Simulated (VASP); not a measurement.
**Na2ZrS2: band structure with LDA**

Crystal: Na2ZrS2.

```
CELL_PARAMETERS angstrom
-2.47618 2.47618 4.04035
2.47618 -2.47618 4.04035
2.47618 2.47618 -4.04035
ATOMIC_POSITIONS crystal
Na 0.35677 0.35677 0.00000
Na 0.64323 0.64323 0.00000
Zr 0.00000 0.00000 0.00000
S 0.75000 0.25000 0.50000
S 0.25000 0.75000 0.50000
```

The cell was built by a generator and needn't be a form met in nature.

| Property | Result |
| --- | --- |
| Program | VASP 6.6.1 |
| Task | band structure |
| Functional | LDA |
| Potentials or basis | VASP PAW LDA potentials, release 64 (Na_pv, Zr_sv, S) |
| Cutoff | 520 eV |
| k mesh | 6 × 6 × 6 |
| Occupations | fermi-dirac, width 0.05 eV |
| Spin | no spin polarisation |
| Further INCAR settings | ALGO = Fast; EDIFF = 1e-07 |

The band gap along the path is none (metal or under the smearing width).

Levels at the corners of the path, in eV from the Fermi level:
| point | band 17 | band 18 | band 19 | band 20 | band 21 | band 22 |
| --- | --- | --- | --- | --- | --- | --- |
| Γ | -1.77 | -1.77 | -0.87 | -0.03 | 0.28 | 1.96 |
| X | -1.87 | -1.33 | -0.77 | 0.35 | 0.73 | 1.31 |
| X | -1.87 | -1.33 | -0.77 | 0.35 | 0.73 | 1.31 |
| Y | -2.75 | -1.49 | -0.23 | 0.33 | 0.70 | 0.76 |
| Y | -2.75 | -1.49 | -0.23 | 0.33 | 0.70 | 0.76 |
| S | -2.67 | -2.26 | -0.01 | 0.28 | 0.47 | 1.06 |
| S | -2.67 | -2.26 | -0.01 | 0.28 | 0.47 | 1.06 |
| Γ | -1.77 | -1.77 | -0.87 | -0.03 | 0.28 | 1.96 |
| Γ | -1.77 | -1.77 | -0.87 | -0.03 | 0.28 | 1.96 |
| Z | -2.17 | -1.87 | -0.65 | 0.40 | 0.40 | 1.07 |
| Z | -2.17 | -1.87 | -0.65 | 0.40 | 0.40 | 1.07 |
| S1 | -2.67 | -2.26 | -0.01 | 0.28 | 0.47 | 1.06 |
| S1 | -2.67 | -2.26 | -0.01 | 0.28 | 0.47 | 1.06 |
| N | -3.27 | -3.20 | -0.06 | 0.05 | 0.71 | 1.80 |
| N | -3.27 | -3.20 | -0.06 | 0.05 | 0.71 | 1.78 |
| P | -1.81 | -1.42 | -0.25 | 0.34 | 0.93 | 0.94 |
| P | -1.81 | -1.42 | -0.25 | 0.34 | 0.93 | 0.93 |
| Y1 | -2.75 | -1.49 | -0.23 | 0.33 | 0.70 | 0.76 |
| Y1 | -2.75 | -1.49 | -0.23 | 0.33 | 0.70 | 0.76 |
| Z | -2.17 | -1.87 | -0.65 | 0.40 | 0.40 | 1.07 |
| X | -1.87 | -1.33 | -0.77 | 0.35 | 0.73 | 1.31 |
| P | -1.81 | -1.42 | -0.25 | 0.34 | 0.93 | 0.93 |

Run time: 13 min on 1 thread of AMD EPYC 9R45 96-Core Processor (Zen 5), on a shared host, peak memory 0.42 GiB.

Caveat: the log is that of the step along the path at fixed density, whose energy, stress, charges and moments have no meaning.
